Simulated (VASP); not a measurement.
Calculation: PBE GGA with D3 dispersion (zero damping), VASP's PBE PAW potentials (set 64) (plane waves; VASP).

The input files of a VASP run:

### INCAR
```
SYSTEM  =  InP
PREC  =  Accurate; ENCUT  =  520; LREAL  =  .FALSE.
LASPH  =  .TRUE.
EDIFF  =  1E-7; NELM  =  100; ALGO  =  Normal
LMAXMIX  =  4
ISMEAR  =  -5
GGA  =  PE; IVDW  =  11
ISIF  =  2
LWAVE  =  .FALSE.; LCHARG  =  .TRUE.; LORBIT  =  11
NEDOS  =  601
```

### POSCAR
```
InP
1
    0.0000000000     2.9584774858     2.9584774858
    2.9584774858     0.0000000000     2.9584774858
    2.9584774858     2.9584774858     0.0000000000
In P
1 1
Direct
  0.0000000000   0.0000000000   0.0000000000
  0.2500000000   0.2500000000   0.2500000000
```

**KPOINTS**
```
Automatic mesh
0
Gamma
  9 9 9
0 0 0
```

POTCAR, in this order: In_d P (PBE.64 set). Program: vasp_std.

Unless said otherwise, spin-orbit coupling is left out, though it shifts the bands of the heavy elements here.

### Question
What does the run give for the energy per atom (σ→0), dispersion energy, band gap (on the k-mesh)?

### Answer

* **energy per atom (σ→0)**: -4.394 eV/atom
* **dispersion energy**: -0.385 eV
* **band gap (on the k-mesh)**: 0.56 eV

### OSZICAR
```
...
DAV:  10    -0.840282754700E+01   -0.41850E-04   -0.21050E-04  1230   0.125E-01    0.139E-01
DAV:  11    -0.840287399998E+01   -0.46453E-04   -0.29972E-05  1050   0.420E-02    0.594E-02
DAV:  12    -0.840289275074E+01   -0.18751E-04   -0.53318E-05  1016   0.122E-01    0.219E-02
DAV:  13    -0.840289300885E+01   -0.25811E-06   -0.24533E-06  1125   0.159E-02    0.189E-02
DAV:  14    -0.840289320578E+01   -0.19693E-06   -0.94019E-07  1010   0.105E-02    0.722E-03
DAV:  15    -0.840289337019E+01   -0.16441E-06   -0.73632E-08   805   0.217E-03    0.299E-03
DAV:  16    -0.840289338120E+01   -0.11009E-07   -0.11693E-08   510   0.190E-03
   1 F= -.87874987E+01 E0= -.87874987E+01  d E =0.000000E+00
```

The compound is InP in the zinc blende structure. It was relaxed first.
